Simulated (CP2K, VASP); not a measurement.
Input for VASP

**INCAR**
```
SYSTEM = CoGe
PREC = Accurate; ENCUT = 300; LREAL = .False.
LASPH = .True.
EDIFF = 1E-6; NELM = 100; ALGO = Normal
LMAXMIX = 4
ISMEAR = 0; SIGMA = 0.1
GGA = PS
ISIF = 2
LWAVE = .False.; LCHARG = .False.
```

**KPOINTS**
```
Automatic
0
Gamma
 3 3 3
```

POSCAR:
```
CoGe
1.0
  4.5794700000   0.0000000000   0.0000000000
  0.0000000000   4.5794700000   0.0000000000
  0.0000000000   0.0000000000   4.5794700000
Co Ge
4 4
Cartesian
  0.6266088801   0.6266088801   0.6266088801
  1.6631261199   3.9528611199   2.9163438801
  2.9163438801   1.6631261199   3.9528611199
  3.9528611199   2.9163438801   1.6631261199
  3.8458847007   3.8458847007   3.8458847007
  3.0233202993   0.7335852993   1.5561497007
  1.5561497007   3.0233202993   0.7335852993
  0.7335852993   1.5561497007   3.0233202993
```

POTCAR, in this order: Co Ge_d (PBE.64 set). Program: vasp_std.

Problem. Translate it to CP2K.

Solution. One input that does it (PBEsol, GPW, DZVP-MOLOPT-SR-GTH basis, GTH-PBE potentials (GTH_POTENTIALS)):
```
&GLOBAL
  PROJECT coge
  RUN_TYPE ENERGY_FORCE
  PRINT_LEVEL MEDIUM
&END GLOBAL
&FORCE_EVAL
  METHOD Quickstep
  STRESS_TENSOR ANALYTICAL
  &DFT
    BASIS_SET_FILE_NAME BASIS_MOLOPT
    POTENTIAL_FILE_NAME GTH_POTENTIALS
    &QS
      METHOD GPW
      EPS_DEFAULT 1E-11
    &END QS
    &MGRID
      CUTOFF 600
      REL_CUTOFF 60
      NGRIDS 5
    &END MGRID
    &SCF
      SCF_GUESS ATOMIC
      EPS_SCF 1E-7
      MAX_SCF 100
      ADDED_MOS 14
      &DIAGONALIZATION
        ALGORITHM STANDARD
      &END DIAGONALIZATION
      &MIXING
        METHOD BROYDEN_MIXING
        ALPHA 0.3
        NBUFFER 8
        BETA 1
      &END MIXING
      &SMEAR ON
        METHOD GAUSSIAN
        SIGMA [eV] 0.1
      &END SMEAR
    &END SCF
    &KPOINTS
      SCHEME MONKHORST-PACK 3 3 3
    &END KPOINTS
    &XC
      &XC_FUNCTIONAL
        &PBE
          PARAMETRIZATION PBESOL
        &END PBE
      &END XC_FUNCTIONAL
    &END XC
    &PRINT
      &MO
        EIGENVALUES T
        OCCUPATION_NUMBERS T
        NDIGITS 8
        FILENAME mo
        &EACH
          QS_SCF 0
        &END EACH
        ADD_LAST NUMERIC
      &END MO
      &MULLIKEN ON
      &END MULLIKEN
    &END PRINT
  &END DFT
  &SUBSYS
    &CELL
      A 4.57947000 0.00000000 0.00000000
      B 0.00000000 4.57947000 0.00000000
      C 0.00000000 0.00000000 4.57947000
      PERIODIC XYZ
    &END CELL
    &COORD
      Co       0.62660888     0.62660888     0.62660888
      Co       1.66312612     3.95286112     2.91634388
      Co       2.91634388     1.66312612     3.95286112
      Co       3.95286112     2.91634388     1.66312612
      Ge       3.84588470     3.84588470     3.84588470
      Ge       3.02332030     0.73358530     1.55614970
      Ge       1.55614970     3.02332030     0.73358530
      Ge       0.73358530     1.55614970     3.02332030
    &END COORD
    &KIND Co
      BASIS_SET DZVP-MOLOPT-SR-GTH
      POTENTIAL GTH-PBE-q17
    &END KIND
    &KIND Ge
      BASIS_SET DZVP-MOLOPT-SR-GTH
      POTENTIAL GTH-PBE-q4
    &END KIND
  &END SUBSYS
  &PRINT
    &FORCES ON
    &END FORCES
    &STRESS_TENSOR ON
    &END STRESS_TENSOR
  &END PRINT
&END FORCE_EVAL
```
Both are inputs of real runs that ended normally. What can't carry over is the choice of potentials or basis and its cut-off, and each code's defaults.

The structure comes from a computed database's CoGe entry; how it stands against other phases isn't given here. The cell was not relaxed at this level, and it may have been scaled.
